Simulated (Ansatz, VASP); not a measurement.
# Si2Mo in two plane-wave programs

One calculation is typed for both programs; each brings its own data sets. How far apart do they land? The cell is taken from a series of runs on this material, whose earlier steps may have relaxed, scaled, displaced or heated it; both programs get it as it stands.

Method: plane waves, with VASP 6.6.1 beside it; PBEsol, in Ansatz 0.2.0.

### Step 1. The structure

It takes space group I4/mmm (No. 139, tetragonal). The conventional cell has a = 3.208 Å, b = 3.208 Å, c = 7.586 Å, α = 90.00°, β = 90.00°, γ = 90.00°. Nearest to Si lie 5 Si at 2.51 to 2.61 Å and 5 Mo at 2.54 to 2.59 Å. Nearest to Mo lie 10 Si at 2.54 to 2.59 Å. Farther neighbours are not listed.

Coordinates:

```
Si Mo
1.0
    -1.60403    1.60403    3.79298
     1.60403   -1.60403    3.79298
     1.60403    1.60403   -3.79298
Si Mo
2 1
Cartesian
  0.0000 0.0000 2.5389
  0.0000 0.0000 5.0471
  0.0000 0.0000 0.0000
```

### Step 2. VASP: zone-centre phonons, PBEsol

Second derivatives magnify differences that forces hide, and they need a tight electronic threshold.

Lines of VASP's logs that name or quote its potential files are left out, and so is its time.

Input file INCAR:

```
SYSTEM = Si2Mo
PREC = Accurate
ENCUT = 500
EDIFF = 1E-08
NELM = 120
ISMEAR = 1
SIGMA = 0.2
LREAL = .FALSE.
ALGO = Normal
GGA = PS
NBANDS = 17
LASPH = .TRUE.
LORBIT = 11
LWAVE = .FALSE.
LCHARG = .FALSE.
ISIF = 2
IBRION = 8
GGA_COMPAT = .FALSE.
KPAR = 2
```

Input file POSCAR:

```
Si2Mo
1.0
   -1.6040284718      1.6040284718      3.7929760654
    1.6040284718     -1.6040284718      3.7929760654
    1.6040284718      1.6040284718     -3.7929760654
Si Mo
2 1
Direct
    0.3346816684      0.3346816684      0.0000000000
    0.6653183316      0.6653183316      0.0000000000
    0.0000000000      0.0000000000      0.0000000000
```

Input file KPOINTS:

```
Automatic mesh
0
Gamma
20 20 20
0 0 0
```

The projector-augmented-wave data sets are Si and Mo_sv (PBE family, release 64).

Started as:

```sh
mpirun -np 2 vasp_std
```

Numbers of over 12 decimals in the logs are rounded to 6 here.

The program printed:

```text
[banner, memory and clock lines left out]
running    2 mpi-ranks, on    1 nodes
 distrk:  each k-point on    1 cores,    2 groups
 distr:  one band on    1 cores,    1 groups

 POSCAR found type information on POSCAR SiMo
 POSCAR found :  2 types and       3 ions
|                                                                             |
|               ----> ADVICE to this user running VASP <----                  |
|                                                                             |
|     You enforced a specific xc type in the INCAR file but a different       |
|     [... a line on the potential file left out ...]
|     I HOPE YOU KNOW WHAT YOU ARE DOING!                                     |
|                                                                             |

 LDA part: xc-table for (Slater+PW92), standard interpolation
 POSCAR, INCAR and KPOINTS ok, starting setup
 FFT: planning ... GRIDC
 FFT: planning ... GRID_SOFT
 FFT: planning ... GRID
 WAVECAR not read
 entering main loop
       N       E                     dE             d eps       ncg     rms          rms(c)
DAV:   1     0.115316644645E+03    0.11532E+03   -0.11145E+04 21826   0.120E+03
DAV:   2    -0.232244761843E+02   -0.13854E+03   -0.13608E+03 26600   0.305E+02
DAV:   3    -0.259704186139E+02   -0.27459E+01   -0.27182E+01 27230   0.389E+01
DAV:   4    -0.259844774612E+02   -0.14059E-01   -0.14050E-01 26833   0.310E+00
DAV:   5    -0.259845712345E+02   -0.93773E-04   -0.93766E-04 27098   0.254E-01    0.243E+01
DAV:   6    -0.251718302966E+02    0.81274E+00   -0.59371E+00 23634   0.165E+01    0.546E+00
DAV:   7    -0.250557832755E+02    0.11605E+00   -0.73897E-01 23046   0.550E+00    0.493E+00
DAV:   8    -0.250181660036E+02    0.37617E-01   -0.95462E-02 23823   0.237E+00    0.398E-01
DAV:   9    -0.250175013591E+02    0.66464E-03   -0.15934E-03 27909   0.339E-01    0.235E-01
DAV:  10    -0.250174051779E+02    0.96181E-04   -0.41767E-04 24403   0.188E-01    0.554E-02
DAV:  11    -0.250173930533E+02    0.12125E-04   -0.14060E-04 23942   0.939E-02    0.358E-02
DAV:  12    -0.250173907240E+02    0.23294E-05   -0.19237E-05 23533   0.315E-02    0.580E-03
DAV:  13    -0.250173903658E+02    0.35814E-06   -0.58279E-07 24435   0.687E-03    0.209E-03
DAV:  14    -0.250173903006E+02    0.65223E-07   -0.10096E-08 20115   0.884E-04    0.441E-04
DAV:  15    -0.250173902862E+02    0.14345E-07   -0.26876E-09 12046   0.472E-04    0.403E-04
DAV:  16    -0.250173902841E+02    0.21705E-08   -0.72995E-10 11738   0.244E-04
   1 F= -.25017390E+02 E0= -.25017599E+02  d E =0.627286E-03
 Linear response reoptimize wavefunctions to high precision
DAV:   1    -0.250173902843E+02   -0.18099E-09   -0.81034E-11 12013   0.727E-05
DAV:   2    -0.250173902843E+02   -0.31832E-11   -0.89767E-12 11541   0.243E-05
 Linear response DOF=           4
 Linear response progress:
  Degree of freedom:   1/  4
       N       E                     dE             d eps       ncg     rms          rms(c)
RMM:   1    -0.209710594034E-01   -0.20971E-01   -0.14106E-02178469   0.902E-01
RMM:   2    -0.165380691237E-01    0.44330E-02   -0.13487E-03114906   0.230E-01    0.953E-02
RMM:   3    -0.166159454268E-01   -0.77876E-04   -0.17830E-04114692   0.657E-02    0.510E-02
RMM:   4    -0.167759370686E-01   -0.15999E-03   -0.10828E-04118849   0.491E-02    0.106E-02
RMM:   5    -0.167616599710E-01    0.14277E-04    0.25798E-07120688   0.127E-02    0.183E-03
RMM:   6    -0.167656174093E-01   -0.39574E-05   -0.46989E-07121150   0.268E-03    0.622E-04
RMM:   7    -0.167635041981E-01    0.21132E-05    0.50837E-08128398   0.835E-04    0.155E-04
RMM:   8    -0.167640860012E-01   -0.58180E-06   -0.27841E-08128000   0.199E-04    0.407E-05
RMM:   9    -0.167641007914E-01   -0.14790E-07    0.10031E-08125356   0.674E-05    0.141E-05
RMM:  10    -0.167641295528E-01   -0.28761E-07    0.80702E-10132977   0.266E-05    0.491E-06
RMM:  11    -0.167641444300E-01   -0.14877E-07   -0.27227E-09128197   0.201E-05    0.113E-06
RMM:  12    -0.167641434684E-01    0.96158E-09   -0.41029E-10115570   0.147E-05    0.272E-07
 first order change of Fermi-energy   0.20163E-04
 force on displaced ion       1 direction 1 :  -8.459  -0.000  -0.000
 Linear response progress:
  Degree of freedom:   2/  4
       N       E                     dE             d eps       ncg     rms          rms(c)
RMM:   1    -0.296623643901E-01   -0.29662E-01   -0.62845E-03 53655   0.115E+00
RMM:   2    -0.222564048434E-01    0.74060E-02   -0.22579E-03 36485   0.293E-01    0.147E-01
RMM:   3    -0.222665108775E-01   -0.10106E-04   -0.47554E-04 34053   0.106E-01    0.946E-02
RMM:   4    -0.223600803709E-01   -0.93569E-04   -0.10050E-04 34917   0.585E-02    0.305E-02
RMM:   5    -0.223956480033E-01   -0.35568E-04   -0.13342E-05 35755   0.217E-02    0.143E-02
RMM:   6    -0.223966717460E-01   -0.10237E-05   -0.25014E-06 37865   0.934E-03    0.247E-03
RMM:   7    -0.223982592356E-01   -0.15875E-05    0.11159E-07 36141   0.232E-03    0.699E-04
RMM:   8    -0.223966061858E-01    0.16530E-05   -0.17340E-07 37726   0.836E-04    0.312E-04
RMM:   9    -0.223972016894E-01   -0.59550E-06    0.73457E-09 37799   0.239E-04    0.402E-05
RMM:  10    -0.223972893042E-01   -0.87615E-07    0.84811E-09 39797   0.888E-05    0.210E-05
RMM:  11    -0.223972987760E-01   -0.94718E-08    0.40043E-09 38766   0.305E-05    0.208E-06
 first order change of Fermi-energy  -0.37532E+00
 force on displaced ion       1 direction 3 :  -0.000  -0.000 -16.216
 Linear response progress:
  Degree of freedom:   3/  4
       N       E                     dE             d eps       ncg     rms          rms(c)
RMM:   1    -0.784216637308E+00   -0.78422E+00    0.41841E+00 42881   0.219E+01
RMM:   2    -0.585329801408E+00    0.19889E+00   -0.28384E-01 60612   0.369E+00    0.160E-01
RMM:   3    -0.584933437502E+00    0.39636E-03   -0.45145E-03 77879   0.481E-01    0.888E-02
RMM:   4    -0.584022873657E+00    0.91056E-03   -0.40088E-04 83113   0.147E-01    0.237E-02
RMM:   5    -0.583902301079E+00    0.12057E-03   -0.42229E-05 91478   0.396E-02    0.941E-03
RMM:   6    -0.583907152784E+00   -0.48517E-05   -0.54113E-06 81898   0.133E-02    0.112E-03
RMM:   7    -0.583908544342E+00   -0.13916E-05   -0.13814E-06 92138   0.449E-03    0.511E-04
RMM:   8    -0.583912357614E+00   -0.38133E-05   -0.68543E-08 86344   0.151E-03    0.237E-04
RMM:   9    -0.583916388504E+00   -0.40309E-05   -0.22533E-08 85056   0.803E-04    0.264E-05
RMM:  10    -0.583916296960E+00    0.91543E-07   -0.57984E-09 92018   0.367E-04    0.178E-05
RMM:  11    -0.583916692189E+00   -0.39523E-06   -0.45042E-09 85645   0.227E-04    0.636E-06
RMM:  12    -0.583916730996E+00   -0.38807E-07   -0.11977E-08 94492   0.136E-04    0.171E-06
RMM:  13    -0.583916724562E+00    0.64346E-08   -0.11603E-08 88506   0.973E-05    0.152E-06
 first order change of Fermi-energy  -0.10662E-02
 force on displaced ion       3 direction 1 : -10.255  -0.000  -0.000
 Linear response progress:
  Degree of freedom:   4/  4
       N       E                     dE             d eps       ncg     rms          rms(c)
RMM:   1    -0.814713356772E+00   -0.81471E+00    0.48579E+00 23246   0.227E+01
RMM:   2    -0.619111320133E+00    0.19560E+00   -0.29393E-01 33216   0.375E+00    0.182E-01
RMM:   3    -0.618059096591E+00    0.10522E-02   -0.47148E-03 41818   0.511E-01    0.934E-02
RMM:   4    -0.616725038183E+00    0.13341E-02   -0.62761E-04 43314   0.182E-01    0.260E-02
RMM:   5    -0.616543915647E+00    0.18112E-03   -0.65274E-05 49515   0.483E-02    0.141E-02
RMM:   6    -0.616444012994E+00    0.99903E-04   -0.79219E-06 48970   0.153E-02    0.364E-03
RMM:   7    -0.616449448593E+00   -0.54356E-05   -0.13100E-06 45709   0.630E-03    0.557E-04
RMM:   8    -0.616452919375E+00   -0.34708E-05   -0.64491E-08 49985   0.201E-03    0.349E-04
RMM:   9    -0.616455391731E+00   -0.24724E-05   -0.11433E-08 47733   0.827E-04    0.191E-04
RMM:  10    -0.616457736217E+00   -0.23445E-05    0.41766E-08 46058   0.489E-04    0.218E-05
RMM:  11    -0.616457373881E+00    0.36234E-06    0.10810E-08 47289   0.247E-04    0.102E-05
RMM:  12    -0.616457291003E+00    0.82878E-07    0.12013E-08 50457   0.149E-04    0.521E-06
RMM:  13    -0.616457345830E+00   -0.54827E-07    0.62849E-09 48454   0.109E-04    0.292E-06
RMM:  14    -0.616457415462E+00   -0.69632E-07   -0.46831E-09 47922   0.893E-05    0.889E-07
RMM:  15    -0.616457451924E+00   -0.36462E-07   -0.38494E-09 49306   0.789E-05    0.672E-07
RMM:  16    -0.616457440941E+00    0.10983E-07   -0.70586E-09 40684   0.719E-05    0.102E-07
RMM:  17    -0.616457439092E+00    0.18485E-08   -0.60940E-09 31656   0.687E-05    0.159E-07
 first order change of Fermi-energy   0.52734E-03
 force on displaced ion       3 direction 3 :   0.000   0.000 -16.696
 Linear response finished
```

OUTCAR, selected parts (step 2):

```text
ion  position               nearest neighbor table
   1  0.335  0.335  0.000-   2 2.51   3 2.54   3 2.59   3 2.59   3 2.59   3 2.59   2 2.61   2 2.61
                             2 2.61   2 2.61
   2  0.665  0.665  0.000-   1 2.51   3 2.54   3 2.59   3 2.59   3 2.59   3 2.59   1 2.61   1 2.61
                             1 2.61   1 2.61
   3  0.000  0.000  0.000-   1 2.54   2 2.54   2 2.59   1 2.59   2 2.59   2 2.59   2 2.59   1 2.59
                             1 2.59   1 2.59

  LATTYP: Found a body centered tetragonal cell.
 ALAT       =     3.2080569436
 C/A-ratio  =     2.3646563213

 Subroutine GETGRP returns: Found 16 space group operations
 (whereof 16 operations were pure point group operations)

The static configuration has the point symmetry D_4h.

 Found    641 irreducible k-points:

   k-points           NKPTS =    641   k-points in BZ     NKDIM =    641   number of bands    NBANDS=     17

   dimension x,y,z NGX =    32 NGY =   32 NGZ =   32
   dimension x,y,z NGXF=    64 NGYF=   64 NGZF=   64

   ENCUT  =  500.0 eV  36.75 Ry    6.06 a.u.   8.06  8.06  8.06*2*pi/ulx,y,z

   NELECT =      22.0000    total number of electrons

 k-points in reciprocal lattice and weights: Automatic mesh
   0.00000000  0.00000000  0.00000000       0.000
   0.05000000  0.00000000  0.00000000       0.001
   0.10000000  0.00000000 -0.00000000       0.001
   0.15000000  0.00000000  0.00000000       0.001
   0.20000000  0.00000000 -0.00000000       0.001
   0.25000000  0.00000000  0.00000000       0.001
   0.30000000  0.00000000  0.00000000       0.001
   0.35000000  0.00000000  0.00000000       0.001
   0.40000000  0.00000000  0.00000000       0.001
[...]
-0.45000000 -0.45000000  0.45000000       0.000
   0.50000000  0.50000000  0.50000000       0.000

 average (electrostatic) potential at core
       1 -76.7332       2 -76.7332       3 -68.4613

  Total        0.0897566      0.0897566      4.1488964      0.0000000      0.0000000     -0.0000000
  in kB        3.6839397      3.6839397    170.2859974      0.0000000      0.0000000     -0.0000000
  external PRESSURE =      59.2179589 kB  Pullay stress =       0.0000000 kB

  energy-cutoff  :      500.00
  volume of cell :       39.04
      direct lattice vectors                 reciprocal lattice vectors
    -1.604028472  1.604028472  3.792976065     0.000000000  0.311715165  0.131822609
     1.604028472 -1.604028472  3.792976065     0.311715165  0.000000000  0.131822609
     1.604028472  1.604028472 -3.792976065     0.311715165  0.311715165  0.000000000

 POSITION                                       TOTAL-FORCE (eV/Angst)
 -----------------------------------------------------------------------------------
      0.00000      0.00000      2.53888         0.000000      0.000000     -0.002379
      0.00000      0.00000      5.04707        -0.000000     -0.000000      0.002379
      0.00000      0.00000      0.00000        -0.000000     -0.000000     -0.000000
 -----------------------------------------------------------------------------------
    total drift:                                0.000000     -0.000000     -0.000000

 Eigenvectors and eigenvalues of the dynamical matrix
 ----------------------------------------------------

   1 f  =   14.477935 THz    90.967546 2PiTHz  482.931914 cm-1    59.875899 meV
             X         Y         Z           dx          dy          dz
      0.000000  0.000000  2.538879     0.000000   -0.000000   -0.707107
      0.000000  0.000000  5.047073     0.000000    0.000000    0.707107
      0.000000  0.000000  0.000000     0.000000    0.000000    0.000000

   2 f  =   10.730590 THz    67.422284 2PiTHz  357.933948 cm-1    44.378134 meV
             X         Y         Z           dx          dy          dz
      0.000000  0.000000  2.538879     0.000000    0.000000   -0.561528
      0.000000  0.000000  5.047073     0.000000    0.000000   -0.561528
      0.000000  0.000000  0.000000    -0.000000   -0.000000    0.607760

   3 f  =   10.131903 THz    63.660627 2PiTHz  337.963919 cm-1    41.902167 meV
             X         Y         Z           dx          dy          dz
      0.000000  0.000000  2.538879     0.000000   -0.707107   -0.000000
      0.000000  0.000000  5.047073    -0.000000    0.707107    0.000000
      0.000000  0.000000  0.000000     0.000000    0.000000    0.000000

   4 f  =   10.131903 THz    63.660627 2PiTHz  337.963919 cm-1    41.902167 meV
             X         Y         Z           dx          dy          dz
      0.000000  0.000000  2.538879     0.707107    0.000000   -0.000000
      0.000000  0.000000  5.047073    -0.707107   -0.000000    0.000000
      0.000000  0.000000  0.000000    -0.000000    0.000000    0.000000

   5 f  =    8.407412 THz    52.825329 2PiTHz  280.441088 cm-1    34.770248 meV
             X         Y         Z           dx          dy          dz
      0.000000  0.000000  2.538879     0.000000   -0.561441    0.000000
      0.000000  0.000000  5.047073     0.000000   -0.561441   -0.000000
      0.000000  0.000000  0.000000     0.000000    0.607920    0.000000

   6 f  =    8.407412 THz    52.825329 2PiTHz  280.441088 cm-1    34.770248 meV
             X         Y         Z           dx          dy          dz
      0.000000  0.000000  2.538879     0.561441   -0.000000   -0.000000
      0.000000  0.000000  5.047073     0.561441    0.000000    0.000000
      0.000000  0.000000  0.000000    -0.607920   -0.000000    0.000000

   7 f/i=    0.001116 THz     0.007012 2PiTHz    0.037225 cm-1     0.004615 meV
             X         Y         Z           dx          dy          dz
      0.000000  0.000000  2.538879    -0.000000    0.000000    0.429751
      0.000000  0.000000  5.047073    -0.000000    0.000000    0.429751
      0.000000  0.000000  0.000000    -0.000000    0.000000    0.794121

   8 f/i=    0.002569 THz     0.016139 2PiTHz    0.085680 cm-1     0.010623 meV
             X         Y         Z           dx          dy          dz
      0.000000  0.000000  2.538879    -0.291867    0.315591   -0.000000
      0.000000  0.000000  5.047073    -0.291867    0.315591   -0.000000
      0.000000  0.000000  0.000000    -0.539104    0.582924   -0.000000

   9 f/i=    0.002569 THz     0.016139 2PiTHz    0.085680 cm-1     0.010623 meV
             X         Y         Z           dx          dy          dz
      0.000000  0.000000  2.538879    -0.315591   -0.291867    0.000000
      0.000000  0.000000  5.047073    -0.315591   -0.291867    0.000000
      0.000000  0.000000  0.000000    -0.582924   -0.539104    0.000000

 ELASTIC MODULI CONTR FROM IONIC RELAXATION (kBar)
 Direction    XX          YY          ZZ          XY          YZ          ZX
 --------------------------------------------------------------------------------
 XX         -10.7336    -10.7336    -12.0514      0.0000      0.0000      0.0000
 YY         -10.7336    -10.7336    -12.0514      0.0000      0.0000      0.0000
 ZZ         -12.0514    -12.0514    -13.5309      0.0000      0.0000      0.0000
 XY           0.0000      0.0000      0.0000      0.0000      0.0000      0.0000
 YZ           0.0000      0.0000      0.0000      0.0000    -33.1688     -0.0000
 ZX           0.0000      0.0000      0.0000      0.0000     -0.0000    -12.6303
 --------------------------------------------------------------------------------
```

The PAW data sets were made with PBE, which is usual practice but a small mismatch for other functionals.

(Continued in part 2 of 2.)

[Lines on the potential files, build, host, timing and source positions are cut from VASP's logs without a mark.]

[Logs are printed without paths, hosts, clocks, repeated set-up lines and the standing remarks that a program may print on its own settings, such as how far it seeks lower states.]

[Hosts, paths, dates, database ids (printed as entryN), source tags and the programs' standing remarks are cut or masked in the printed files.]
